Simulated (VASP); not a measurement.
Here is the system:

```
Ag
1.0
    0.00000     2.02489     2.02489
    2.02489     0.00000     2.02489
    2.02489     2.02489     0.00000
Ag
1
Cartesian
  0.00000   0.00000   0.00000
```

All values below come from PBEsol GGA, VASP's PBE PAW potentials (set 64) (plane waves; VASP). Run with 520 eV cut-off, 17×17×17 Γ-centred mesh, tetrahedra with Blöchl corrections, potentials Ag.

The job: Ag (fcc), 1 atom, PBEsol, static run, 520 eV, 17×17×17 Γ-centred mesh. Roughly how much core time does it take on a busy server core?

About 8 core-seconds (one run on a shared machine, a rough figure). It had 165 irreducible k-points, 9 bands, up to 459 plane waves and 12 electronic steps.

The compound is Ag in the fcc structure. It was relaxed first.
